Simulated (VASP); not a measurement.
Given:

```xyz
4
Lattice="1.4899 0.8602 4.6099 -1.4899 0.8602 4.6099 0.0000 -1.7204 4.6099" Properties=species:S:1:pos:R:3 pbc="T T T"
Ti     0.0000     0.0000     6.9148
Cr     0.0000     0.0000    13.8297
N      0.0000     0.0000     3.4943
N      0.0000     0.0000    10.3354
```

Method: PBEsol GGA, VASP's PBE PAW potentials (set 64) (plane waves; VASP 6.6.1). Numerical set-up: 520 eV cut-off, 13×13×13 Γ-centred mesh, tetrahedra with Blöchl corrections, potentials Ti_sv Cr_pv N.

The cores are frozen, which limits the accuracy of field gradients. The run has a spin-polarised start.

**Question.** Give the principal components of the electric field gradient (V/Å²) and the asymmetry η at each nucleus.

**Answer.** 
```
atom   Vxx   Vyy   Vzz     η
----  ----  ----  ----  ----
Ti1   -3.0  -3.0   6.0  0.00
Cr2   -9.9  -9.9  19.8  0.00
N3    -0.1  -0.1   0.1     -
N4    -0.1  -0.1   0.1     -
```

The structure comes from a computed database's TiCrN2 entry (R-3m); how it stands against other phases isn't given here. It was relaxed first.
